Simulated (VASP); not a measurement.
Output of a VASP run:

File OSZICAR:
```
...
DAV:   4    -0.976119011906E+01    0.83805E-05   -0.33759E-05   699   0.401E-02    0.741E-03
DAV:   5    -0.976119080464E+01   -0.68558E-06   -0.17140E-06   654   0.965E-03    0.127E-03
DAV:   6    -0.976119078672E+01    0.17920E-07   -0.58152E-08   347   0.194E-03
  15 F= -.42257942E+01 E0= -.42253850E+01  d E =-.123671E-02
       N       E                     dE             d eps       ncg     rms          rms(c)
DAV:   1    -0.975504141481E+01    0.61494E-02   -0.40625E-02   624   0.130E+00    0.107E-01
DAV:   2    -0.975505015164E+01   -0.87368E-05   -0.18557E-03   724   0.296E-01    0.489E-02
DAV:   3    -0.975500079357E+01    0.49358E-04   -0.72496E-05   669   0.582E-02    0.186E-02
DAV:   4    -0.975499666600E+01    0.41276E-05   -0.18033E-05   689   0.293E-02    0.550E-03
DAV:   5    -0.975499703409E+01   -0.36808E-06   -0.95670E-07   654   0.721E-03    0.977E-04
DAV:   6    -0.975499702037E+01    0.13719E-07   -0.38184E-08   327   0.157E-03
  16 F= -.42260817E+01 E0= -.42256858E+01  d E =-.152416E-02
       N       E                     dE             d eps       ncg     rms          rms(c)
DAV:   1    -0.977488464246E+01   -0.19888E-01   -0.36399E-02   624   0.122E+00    0.115E-01
DAV:   2    -0.977464038336E+01    0.24426E-03   -0.14810E-03   704   0.276E-01    0.760E-02
DAV:   3    -0.977449085607E+01    0.14953E-03   -0.24623E-04   664   0.947E-02    0.263E-02
DAV:   4    -0.977448131685E+01    0.95392E-05   -0.27149E-05   724   0.321E-02    0.105E-02
DAV:   5    -0.977448200014E+01   -0.68328E-06   -0.72832E-07   699   0.660E-03    0.180E-03
DAV:   6    -0.977448216162E+01   -0.16148E-06   -0.43578E-08   312   0.156E-03    0.450E-04
DAV:   7    -0.977448221971E+01   -0.58088E-07   -0.55302E-09   312   0.612E-04
  17 F= -.42263540E+01 E0= -.42259586E+01  d E =-.272306E-03
       N       E                     dE             d eps       ncg     rms          rms(c)
DAV:   1    -0.977554931085E+01   -0.10671E-02   -0.11159E-04   624   0.676E-02    0.638E-03
DAV:   2    -0.977554849870E+01    0.81215E-06   -0.45242E-06   714   0.153E-02    0.419E-03
DAV:   3    -0.977554794628E+01    0.55242E-06   -0.75854E-07   649   0.525E-03    0.143E-03
DAV:   4    -0.977554790023E+01    0.46053E-07   -0.75298E-08   312   0.176E-03
  18 F= -.42263546E+01 E0= -.42259592E+01  d E =-.272902E-03
       N       E                     dE             d eps       ncg     rms          rms(c)
DAV:   1    -0.977448136143E+01    0.10666E-02   -0.17952E-02   629   0.850E-01    0.688E-02
DAV:   2    -0.977456705136E+01   -0.85690E-04   -0.90922E-04   734   0.206E-01    0.216E-02
DAV:   3    -0.977456429433E+01    0.27570E-05   -0.66839E-06   669   0.221E-02    0.118E-02
DAV:   4    -0.977456489842E+01   -0.60409E-06   -0.46847E-06   674   0.159E-02    0.191E-03
DAV:   5    -0.977456505868E+01   -0.16026E-06   -0.69602E-07   639   0.607E-03    0.138E-03
DAV:   6    -0.977456510629E+01   -0.47609E-07   -0.14252E-08   312   0.109E-03
  19 F= -.42265398E+01 E0= -.42261430E+01  d E =-.185234E-03
       N       E                     dE             d eps       ncg     rms          rms(c)
DAV:   1    -0.977420171601E+01    0.36334E-03   -0.17823E-03   629   0.268E-01    0.216E-02
DAV:   2    -0.977421050703E+01   -0.87910E-05   -0.90345E-05   734   0.650E-02    0.677E-03
DAV:   3    -0.977421050468E+01    0.23417E-08   -0.65789E-07   669   0.692E-03
  20 F= -.42265549E+01 E0= -.42261576E+01  d E =-.200294E-03
```

File OUTCAR:
```
------------------------ aborting loop because EDIFF is reached ----------------------------------------
  FORCE on cell =-STRESS in cart. coord.  units (eV):
  Direction    XX          YY          ZZ          XY          YZ          ZX
  --------------------------------------------------------------------------------------
  Total        5.5662522      5.5662520      5.5250614      0.0000000      0.0000000      0.0000000
  in kB      150.5028236    150.5028168    149.3890872      0.0000000      0.0000000      0.0000000
  external PRESSURE =       0.1315759 kB  Pullay stress =     150.0000000 kB
  volume of cell :       59.26
      direct lattice vectors                 reciprocal lattice vectors
     1.818729721 -3.150132212 -0.000000000     0.274917155 -0.158723497  0.000000000
     1.818729721  3.150132212  0.000000000     0.274917155  0.158723497 -0.000000000
     0.000000000  0.000000000  5.171325519     0.000000000 -0.000000000  0.193374019
 POSITION                                       TOTAL-FORCE (eV/Angst)
 -----------------------------------------------------------------------------------
      0.51034      0.88394      3.44755         0.001962      0.003399     -0.000000
      2.61678      0.00000      0.00000        -0.003924     -0.000000     -0.000000
      0.51034     -0.88394      1.72377         0.001962     -0.003399      0.000000
 -----------------------------------------------------------------------------------
    total drift:                               -0.000242     -0.000422      0.000014
  FREE ENERGIE OF THE ION-ELECTRON SYSTEM (eV)
  ---------------------------------------------------
  free  energy   TOTEN  =        -9.7742105047 eV

  energy  without entropy=       -9.7734159753  energy(sigma->0) =       -9.77381324
  enthalpy is  TOTEN    =        -4.2265548811 eV   P V=        5.5476556236

 reached required accuracy - stopping structural energy minimisation
```
(Selected blocks of OUTCAR.)

**POSCAR**
```
Se
1
    2.2384950254    -3.8771871008     0.0000000000
    2.2384950254     3.8771871008     0.0000000000
    0.0000000000     0.0000000000     5.0540670273
Se
3
Direct
  0.0000000000   0.2215888539   0.6666670000
  0.7784111461   0.7784111461   0.0000000000
  0.2215888539   0.0000000000   0.3333330000
```

**Question.** Write an INCAR and KPOINTS that could have produced this output.

**Answer.** Several could match; the one computed here: the input of the run itself, PBE GGA, plane waves, VASP's PBE PAW potentials (set 64).

### KPOINTS
```
Automatic mesh
0
Gamma
6 6 4
0 0 0
```

**INCAR**
```
# general
SYSTEM  = Se
PREC    = Accurate
ENCUT   = 480
LREAL   = .False.
LASPH   = .True.

# electronic loop
EDIFF   = 1E-7
NELM    = 100
ALGO    = Normal
LMAXMIX = 4

# smearing
ISMEAR  = 0
SIGMA   = 0.05

# functional
GGA     = PE

# ions
IBRION  = 2
NSW     = 40
ISIF    = 3
EDIFFG  = -0.01
PSTRESS = 150

# output
LWAVE   = .False.
LCHARG  = .False.
```

POTCAR, in this order: Se (PBE.64 set). Program: vasp_std.

Energy and stress use the plane-wave basis of the starting cell. Without a dispersion term in the relaxation, distances and binding between the weakly bound layers, chains or molecules are unreliable, and so is what depends on them.

The compound is Se in the trig structure. This run relaxes it under an external pressure of 15 GPa. Symmetry was kept, so distortions that lower it aren't found. The k-mesh is coarse (spacing up to 0.33 per Å, 2π included), so the numbers may not be converged in it.
